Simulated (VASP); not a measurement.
All values below come from PBE GGA with D3 dispersion (Becke-Johnson damping), VASP's PBE PAW potentials (set 64) (plane waves; VASP 6.6.1).

VASP ran on this input.

**POSCAR**
```
Sr
1
    0.0000000000     3.0400000000     3.0400000000
    3.0400000000     0.0000000000     3.0400000000
    3.0400000000     3.0400000000     0.0000000000
Sr
1
Direct
  0.0000000000   0.0000000000   0.0000000000
```

### KPOINTS
```
Automatic mesh
0
gamma
9 9 9
0 0 0
```

### INCAR
```
! general
SYSTEM  = Sr
PREC    = Accurate
ENCUT   = 520
LREAL   = .FALSE.
LASPH   = .TRUE.

! electronic loop
EDIFF   = 1E-6
NELM    = 100
ALGO    = Normal
LMAXMIX = 4

! smearing
ISMEAR  = 1
SIGMA   = 0.1

! functional
GGA     = PE
IVDW    = 12

! ions
IBRION  = 2
NSW     = 60
ISIF    = 3
EDIFFG  = -0.01

! output
LWAVE   = .FALSE.
LCHARG  = .FALSE.
```

POTCAR, in this order: Sr_sv (PBE.64 set). Program: vasp_std.

The run wrote:

File OSZICAR:
```
       N       E                     dE             d eps       ncg     rms          rms(c)
DAV:   1     0.371225907126E+02    0.37123E+02   -0.49529E+03   630   0.960E+02
DAV:   2    -0.724398600437E-01   -0.37195E+02   -0.36902E+02   694   0.167E+02
DAV:   3    -0.156769207161E+01   -0.14953E+01   -0.14887E+01   926   0.275E+01
DAV:   4    -0.162983439910E+01   -0.62142E-01   -0.62095E-01   962   0.486E+00
DAV:   5    -0.163057197818E+01   -0.73758E-03   -0.73732E-03   990   0.401E-01    0.108E+01
DAV:   6    -0.163202211558E+01   -0.14501E-02   -0.65754E-03   779   0.113E+00    0.612E+00
DAV:   7    -0.163299120365E+01   -0.96909E-03   -0.11605E-02   739   0.149E+00    0.293E-01
DAV:   8    -0.163298451203E+01    0.66916E-05   -0.16836E-03   984   0.263E-01    0.116E-01
DAV:   9    -0.163300476249E+01   -0.20250E-04   -0.22699E-05   885   0.573E-02    0.357E-02
DAV:  10    -0.163301790939E+01   -0.13147E-04   -0.77883E-06   792   0.271E-02    0.301E-02
DAV:  11    -0.163301738830E+01    0.52109E-06   -0.34719E-07   414   0.622E-03
   1 F= -.18243768E+01 E0= -.18245135E+01  d E =-.182438E+01
       N       E                     dE             d eps       ncg     rms          rms(c)
DAV:   1    -0.176967822717E+01   -0.13666E+00   -0.33929E+00   789   0.152E+01    0.248E+00
DAV:   2    -0.165877968327E+01    0.11090E+00   -0.23537E-01   674   0.468E+00    0.106E+00
DAV:   3    -0.162727090363E+01    0.31509E-01   -0.22011E-01   932   0.295E+00    0.872E-01
DAV:   4    -0.163061961207E+01   -0.33487E-02   -0.51830E-03   732   0.663E-01    0.440E-01
DAV:   5    -0.163402290741E+01   -0.34033E-02   -0.53635E-03   950   0.482E-01    0.990E-02
DAV:   6    -0.163425502285E+01   -0.23212E-03   -0.63367E-04  1054   0.182E-01    0.254E-02
DAV:   7    -0.163425153632E+01    0.34865E-05   -0.23561E-05  1033   0.391E-02    0.790E-03
DAV:   8    -0.163425061037E+01    0.92595E-06   -0.21300E-06   570   0.112E-02
   2 F= -.18340175E+01 E0= -.18344971E+01  d E =-.964066E-02
       N       E                     dE             d eps       ncg     rms          rms(c)
DAV:   1    -0.170229639470E+01   -0.68045E-01   -0.18112E+00   785   0.111E+01    0.185E+00
DAV:   2    -0.164308833460E+01    0.59208E-01   -0.12851E-01   669   0.347E+00    0.780E-01
DAV:   3    -0.162603817916E+01    0.17050E-01   -0.11483E-01   929   0.213E+00    0.679E-01
DAV:   4    -0.162817863163E+01   -0.21405E-02   -0.27709E-03   730   0.490E-01    0.316E-01
DAV:   5    -0.162986138579E+01   -0.16828E-02   -0.40142E-03   896   0.408E-01    0.581E-02
DAV:   6    -0.162993322034E+01   -0.71835E-04   -0.17449E-04  1079   0.108E-01    0.200E-02
DAV:   7    -0.162993289728E+01    0.32306E-06   -0.80965E-06   704   0.304E-02
   3 F= -.18361219E+01 E0= -.18367209E+01  d E =-.117451E-01
```

### OUTCAR
```
------------------------ aborting loop because EDIFF is reached ----------------------------------------
 Edisp (eV)   -0.20619
  FORCE on cell =-STRESS in cart. coord.  units (eV):
  Direction    XX          YY          ZZ          XY          YZ          ZX
  --------------------------------------------------------------------------------------
  Total       0.00306     0.00306     0.00306     0.00000    -0.00000    -0.00000
  in kB       0.09418     0.09418     0.09418     0.00000    -0.00000    -0.00000
  external pressure =        0.09 kB  Pullay stress =        0.00 kB
  volume of cell :       52.05
      direct lattice vectors                 reciprocal lattice vectors
    -0.000000000  2.963410598  2.963410598    -0.168724510  0.168724510  0.168724510
     2.963410598  0.000000000  2.963410598     0.168724510 -0.168724510  0.168724510
     2.963410598  2.963410598  0.000000000     0.168724510  0.168724510 -0.168724510
 POSITION                                       TOTAL-FORCE (eV/Angst)
 -----------------------------------------------------------------------------------
      0.00000      0.00000      0.00000        -0.000000     -0.000000     -0.000000
 -----------------------------------------------------------------------------------
    total drift:                                0.000000      0.000000      0.000000
  FREE ENERGIE OF THE ION-ELECTRON SYSTEM (eV)
  ---------------------------------------------------
  free  energy   TOTEN  =        -1.8361218859 eV

  energy  without entropy=       -1.8379190385  energy(sigma->0) =       -1.83672094

 reached required accuracy - stopping structural energy minimisation
```
(Selected blocks of OUTCAR.)

CONTCAR:
```
Sr
   1.00000000000000
    -0.0000000000000000    2.9634105976948577    2.9634105976948577
     2.9634105976948577    0.0000000000000000    2.9634105976948577
     2.9634105976948577    2.9634105976948577    0.0000000000000000
  Sr
     1
Direct
     0.0000000000000000    0.0000000000000000    0.0000000000000000
```

Energy and stress use the plane-wave basis of the starting cell.

The compound is Sr in the fcc structure. This run relaxes it. Symmetry was kept, so distortions that lower it aren't found.
